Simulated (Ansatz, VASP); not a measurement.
# NiSb2 (NiSb2 (Pnnm)): VASP beside Ansatz, part 2 of 2

Wanted: the spread between two codes on one cell, functional and k mesh. The cell is taken from a series of runs on this material, whose earlier steps may have relaxed, scaled, displaced or heated it; both programs get it as it stands.

VASP 6.6.1 and Ansatz 0.2.0.

So far: The starting structure; VASP: relaxation of cell and atoms, r2SCAN.

## Step 3: Ansatz: relaxation of cell and atoms, r2SCAN

Level of this step: Ansatz beside VASP: Kohn-Sham DFT, plane waves, r2SCAN (Ansatz).

Ansatz runs on its default PAW (the set named soft_2) files.

The same cell, functional, mesh and smearing now go to Ansatz.

Contents of input.yaml:

```yaml
crystal:
  lattice:
    - [5.2707781, 0.0, 0.0]
    - [0.0, 6.2996611, 0.0]
    - [0.0, 0.0, 3.8137744]
  atoms:
    - { symbol: Ni, position: [0.0, 0.0, 0.0] }
    - { symbol: Ni, position: [0.5, 0.5, 0.5] }
    - { symbol: Sb, position: [0.21630021, 0.35991643, 0.0] }
    - { symbol: Sb, position: [0.78369979, 0.64008357, 0.0] }
    - { symbol: Sb, position: [0.71630021, 0.14008357, 0.5] }
    - { symbol: Sb, position: [0.28369979, 0.85991643, 0.5] }
basis:
  ecutwfc: 500
  xc_grid: 2
hamiltonian:
  xc: r2scan
kpoints:
  mp_grid: { grid: [8, 6, 10] }
scf:
  occupations: { method: fermi_dirac, width: 0.05 }
  max_iter: 150
output:
  forces: true
  stress: true
relax:
  f_tol: 0.01
  max_steps: 60
  cell: {}
checkpoint:
  write: "../r2scan.run"
  compress: false
  write_wavefunctions: false
  write_every: 100000
```

Launch:

```
ansatz run input.yaml --threads 1 --pin off --max-ram 2355MiB --backend cpu --events-out ev --progress --plain --runs-dir out
```

Numbers of over 12 decimals in the logs are rounded to 6 here.

The program printed:

```text
Engine: ansatz 0.2.0, aarch64-unknown-linux-gnu
Pseudopotentials: kind: paw
Pseudopotential: Ni, paw, valence charge 18, recommended cutoff 500 eV (meta_gga), Ni.paw.azcp
Pseudopotential: Sb, paw, valence charge 15, recommended cutoff 500 eV (meta_gga), Sb.paw.azcp
Functional definition: r2SCAN
  parameter k0 = 0.174
  parameter k1 = 0.065
  parameter a1 = 4.9479
  exchange = r2scan_x(k0 = k0, k1 = k1, a1 = a1)
  correlation = r2scan_c
Crystal: 6 atoms, lattice volume = 126.633 Å³
Basis set: ecut = 500 eV, 3221 PW (Γ), exchange–correlation on 80×96×60 points (8 copies of the dense FFT grid, shifted against one another)
Bands: 58, of which v1, the nominal top of the filled ones, is band 48 counted from 1 (47 counted from 0)
Symmetry: 8 space group operations
Space group: Pnnm (ITA 58), of the structure as read, at distance tolerance 5.0e-5 Å
k-points: 120 of 480
Non-local potential: Ni, projectors of the file, l = 0: 3, l = 1: 2, l = 2: 3, l = 3: 1
Non-local potential: Sb, projectors of the file, l = 0: 2, l = 1: 2, l = 2: 2, l = 3: 2
PAW form: soft (Blöchl's): semilocal exchange-correlation on the pseudo side does not see the compensation charge
PAW frozen core: Ni, regenerated for the run's functional (the file was generated under x = pbe(κ = 0.804, μ = 0.219515), c = pbe(β = 0.066725))
PAW frozen core: Sb, regenerated for the run's functional (the file was generated under x = pbe(κ = 0.804, μ = 0.219515), c = pbe(β = 0.066725))
PAW one-centre angular grid: Ni, 590 points (default); XC on 160 Gauss nodes
PAW one-centre angular grid: Sb, 590 points (default); XC on 160 Gauss nodes
Initial density: superposition of atomic densities (neutral atoms: chi_scale 0, normalization atom), corrected by the library's trained network
Initial wavefunctions: pseudopotential atomic-orbital guess
Functional: x = r2scan, c = r2scan; τ floored in thin density (d = 2e-4 eV/Å³)
SCF iter   1: F=—  HF=-37688.112649 eV  |F-HF|=—  |Δ(HF+E_count)|=         —  Δρ=1.73e-2  dr2=3.25e-1  dr2_τ=9.76e-2  ethr=1.77e-3  ⟨swp⟩=6.9  Hψ=27046  notcnv=0  defer=104
preconditioner: auto → Kerker (q_TF=auto, 2.605 Å⁻¹)  [metal: Δε(μ)=0.017 eV  Ē_g=8.205 eV  σ=0.050 eV  W_gap=0.08  n_scr=42 (ndim 8)  ℏωp=20.9 eV  f_vac=0.001  D(μ)=2.48/eV (n_scr^D=10)]
SCF iter   2: F=—  HF=-37688.299027 eV  |F-HF|=—  |Δ(HF+E_count)|=   1.86e-1  Δρ=2.52e-2  dr2=5.21e-1  dr2_τ=2.62e-3  ethr=3.39e-4  ⟨swp⟩=2.8  Hψ=11141  notcnv=0  defer=391
SCF iter   3: F=—  HF=-37688.248790 eV  |F-HF|=—  |Δ(HF+E_count)|=   5.02e-2  Δρ=4.97e-3  dr2=1.31e-2  dr2_τ=3.83e-4  ethr=3.39e-4  ⟨swp⟩=2.0  Hψ=8736  notcnv=0  defer=391
SCF iter   4: F=—  HF=-37688.248774 eV  |F-HF|=—  |Δ(HF+E_count)|=   1.63e-5  Δρ=4.10e-3  dr2=1.39e-2  dr2_τ=4.69e-5  ethr=1.36e-5  ⟨swp⟩=2.0  Hψ=9845  notcnv=0  defer=389
SCF iter   5: F=—  HF=-37688.248263 eV  |F-HF|=—  |Δ(HF+E_count)|=   5.10e-4  Δρ=5.55e-4  dr2=4.24e-4  dr2_τ=1.23e-5  ethr=1.36e-5  ⟨swp⟩=2.0  Hψ=8334  notcnv=0  defer=389
SCF iter   6: F=—  HF=-37688.248375 eV  |F-HF|=—  |Δ(HF+E_count)|=   1.12e-4  Δρ=7.44e-4  dr2=5.04e-4  dr2_τ=2.01e-6  ethr=4.42e-7  ⟨swp⟩=2.0  Hψ=8974  notcnv=0  defer=389
SCF iter   7: F=—  HF=-37688.248362 eV  |F-HF|=—  |Δ(HF+E_count)|=   1.30e-5  Δρ=2.00e-4  dr2=3.80e-5  dr2_τ=1.06e-7  ethr=4.42e-7  ⟨swp⟩=1.0  Hψ=6571  notcnv=0  defer=389
SCF iter   8: F=—  HF=-37688.248363 eV  |F-HF|=—  |Δ(HF+E_count)|=   4.26e-7  Δρ=6.03e-5  dr2=3.16e-6  dr2_τ=2.22e-8  ethr=3.95e-8  ⟨swp⟩=2.0  Hψ=7638  notcnv=0  defer=389
SCF iter   9: F=-37688.248363 eV  HF=-37688.248363 eV  |F-HF|=2.13e-8  |Δ(HF+E_count)|=   7.61e-8  Δρ=6.76e-6  dr2=6.95e-8  dr2_τ=8.29e-10  ethr=1.04e-10  ⟨swp⟩=4.0  Hψ=30165  notcnv=0
SCF 1 converged in 9 iterations: F = -37688.248363 eV  dr2 = 6.95e-8
  greatest PAW one-centre occupation: 1.001 electrons in one spin orbital (limit 2), on the Ni atom at site 1 (counted from 0), in its partial waves of l = 1
relax step   1: F+E_penalty+E_count = -37688.24836276 eV  Δ(F+E_penalty+E_count) = +0.000e0 eV  max|allowed force component| = 4.719e-2 eV/Å  Δτ_max = 0.0000 Å  P = +0.109 GPa  Ω = 126.633 Å³  (9 SCF iters, dr2 threshold 1.00e-7 eV, accepted)
[...]
relax step   3: F+E_penalty+E_count = -37688.25489298 eV  Δ(F+E_penalty+E_count) = +7.176e-5 eV  max|allowed force component| = 2.674e-2 eV/Å  Δτ_max = 0.0098 Å  P = -0.087 GPa  Ω = 126.870 Å³  energy of the carried Pulay correction = -7.410e-5 eV  (8 SCF iters, dr2 threshold 1.67e-7 eV, rejected (line search))
[...]
relax step   4: F+E_penalty+E_count = -37688.25573522 eV  Δ(F+E_penalty+E_count) = -7.705e-4 eV  max|allowed force component| = 2.721e-3 eV/Å  Δτ_max = 0.0053 Å  P = +0.022 GPa  Ω = 126.778 Å³  energy of the carried Pulay correction = -4.527e-5 eV  (11 SCF iters, accepted)
[...]
relax step   5: F+E_penalty+E_count = -37688.25583708 eV  Δ(F+E_penalty+E_count) = -1.019e-4 eV  max|allowed force component| = 2.710e-3 eV/Å  Δτ_max = 0.0000 Å  P = +0.023 GPa  Ω = 126.778 Å³  stress off target by 3.09e-2 GPa  SCF on the basis re-selected at this cell (its energy is not comparable with the rows above)  (6 SCF iters)
basis re-selected at this cell: Δ(F+E_penalty+E_count) = -1.019e-4 eV, ΔP = +0.001 GPa vs the last step (what re-selecting the basis moved, of the pressure what is left beyond the Pulay correction that the steps carried, after the strain that the cell walked since its last selection, with what the two solves' SCF thresholds leave and, on support functions, any second-order correction that the steps lacked; it is no m [...]
SCF converged after 6 iterations
Free energy (F): -37688.255837 eV
Harris-Foulkes:  -37688.255837 eV  (|F-HF|=1.89e-10)
Internal energy: -37688.235519 eV  (E = F + TS)
E sigma→0 (E₀):  -37688.245678 eV
Entropy (-TS):   -0.020318 eV (-3.386 meV/atom)
Fermi energy:    12.811331 eV
--- Per-component energies (eV) ---
  E_band       = -1357.852873
  E_kinetic    = 1396.434300
  E_local      = -14989.280548  (includes V_loc(G=0)·N_el)
  E_nonlocal   = 2738.576836
  E_hartree    = 6630.985028
  E_xc         = -668.368788
  E_vxc        = -647.177099  (∫ρ·V_xc dr)
  E_paw        = -21704.514882  (= ΣΔE_a)
  E_vpaw       = -3163.464677  (= ΣTr[D̂ρ^β])
  E_aug_tail   = 0.000464  (compensation charges beyond the density's cutoff)
  E_vtau       = 45.087305  (kinetic-family band-sum trace: ∫τ·v_τ [+ j·A + Jᵃ·Aᵃ] dr)
  E_ewald      = -11093.491939
  E_core_change = 1.424011  (= ΣΔE_core)
  E_smearing   = -0.020318  (= −TS)
  E_closure    = 0.000000  (closes the sum)
  Σ components = -37688.255837   (vs F -37688.255837, Δ=0.00e0)
--- Forces (eV/Å), atoms counted from 1 ---
  atom   1  Ni    -0.00000000    -0.00000000     0.00000000
  atom   2  Ni    -0.00000000    -0.00000000     0.00000000
  atom   3  Sb    -0.00086040    -0.00270978    -0.00000000
  atom   4  Sb     0.00086040     0.00270978     0.00000000
  atom   5  Sb    -0.00086040     0.00270978     0.00000000
  atom   6  Sb     0.00086040    -0.00270978    -0.00000000
  max |Σ_I F_I| component: 3.47e-18 eV/Å
--- Stress (GPa, compression-positive) ---
        0.030879       0.000000      -0.000000
        0.000000       0.016957       0.000000
       -0.000000       0.000000       0.020174
  P = ⅓ Tr σ = 0.0227 GPa (0.227 kbar)
--- Relaxed structure (4 steps of the walk, 3 accepted, 1 SCFs on fresh bases) ---
  F+E_penalty+E_count = -37688.25583708 eV   max|allowed force component| = 2.710e-3 eV/Å   (the final SCF, on the basis selected at the relaxed cell)
  cell:  # Å, volume = 126.7777 Å³
    - [5.201354, 0, 0]
    - [0, 6.306119, 0]
    - [0, 0, 3.865130]
  atoms:
    - { symbol: Ni, position: [1.165636684790657e-19, 0, 0.0] }
    - { symbol: Ni, position: [0.5, 0.5, 0.5] }
    - { symbol: Sb, position: [0.219374, 0.359878, 0.0] }
    - { symbol: Sb, position: [0.780626, 0.640122, 0] }
    - { symbol: Sb, position: [0.719374, 0.140122, 0.5] }
    - { symbol: Sb, position: [0.280626, 0.859878, 0.5] }
```

## Step 4: Comparison

Known differences besides the potentials themselves: VASP keeps PBE cores, Ansatz makes them for the functional; the data sets hold 96 valence electrons in Ansatz (on its default PAW (the set named soft_2) files) and 40 in VASP; the cutoff is 500 eV in Ansatz and 660 eV in VASP; Ansatz adds a Pulay correction to the stress that steers its cell, VASP none. Total energies have different zeros and are not compared.

Compared:

```tsv
quantity	Ansatz	VASP	difference
volume (Å³)	126.78	126.68	+0.08 %
edge a after relaxation, in the typed setting (Å)	5.201	5.200	+0.02 %
edge b after relaxation, in the typed setting (Å)	6.306	6.309	-0.04 %
edge c after relaxation, in the typed setting (Å)	3.865	3.861	+0.10 %
```

## Step 5: What came out

- difference in edge c after relaxation, in the typed setting (relaxation of cell and atoms, r2SCAN): 0.098 %

What this shows: The difference in edge c after relaxation, in the typed setting is 0.098 % (relaxation of cell and atoms, r2SCAN), within the 1.2 % picked in this series as the mark of a large difference, as far as the stopping tolerances let one tell. The data sets hold unlike numbers of valence electrons (96 in Ansatz and 40 in VASP), so part of the differences comes from the potentials. How closely two codes agree says nothing of how well the functional describes the real material.

[Lines on the potential files, build, host, timing and source positions are cut from VASP's logs without a mark.]

[Logs are printed without paths, hosts, clocks, repeated set-up lines and the standing remarks that a program may print on its own settings, such as how far it seeks lower states.]

[Hosts, paths, dates, database ids (printed as entryN), source tags and the programs' standing remarks are cut or masked in the printed files.]
